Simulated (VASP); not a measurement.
Here is the system:

```yaml
crystal:
  lattice:
    - [4.62382, 0.00000, 0.00000]
    - [0.00000, 4.62382, 0.00000]
    - [0.00000, 0.00000, 4.62382]
  atoms:
    - { symbol: Cs, position: [0.00000, 0.00000, 0.00000] }
    - { symbol: I, position: [0.50000, 0.50000, 0.50000] }
```

Calculation: AM05 GGA, VASP's PBE PAW potentials (set 64) (plane waves; VASP 6.6.1). Settings: 520 eV cut-off, 7×7×7 Γ-centred mesh, tetrahedra with Blöchl corrections, potentials Cs_sv I.

Task: The job: CsI (CsCl type), 2 atoms, AM05, static run, 520 eV, 7×7×7 Γ-centred mesh. Roughly how much core time does it take on a busy server core?

Result: About 40 core-seconds (one run on a shared machine, a rough figure). It had 20 irreducible k-points, 12 bands, up to 2679 plane waves and 13 electronic steps.

The compound is CsI in the CsCl type structure. It was relaxed first.
